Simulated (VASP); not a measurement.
Energy against volume of C (diamond). Method: MS2 meta-GGA, VASP's PBE PAW potentials (set 64) (plane waves; VASP). Numerical set-up: 520 eV cut-off, 13×13×13 Γ-centred mesh, Gaussian smearing of 0.050 eV, potentials C.

```
V (Å³/atom)  E (eV/atom)
-----------  -----------
5.273          -10.95079
5.442          -10.97590
5.610          -10.98408
5.778          -10.97751
```

**Question.** Fit these four points and predict the energy of the run at 5.947 Å³/atom.

**Answer.** A cubic in V^(−2/3), the third-order Birch-Murnaghan form, passes through the four points with V0 = 5.62 Å³/atom and B0 = 468 GPa, and gives -10.9578 eV/atom there. The run gave -10.9581 eV/atom, -0.3 meV/atom from the fit; all five points give B0 = 466 GPa.

The compound is C in the diamond structure. It was relaxed first.
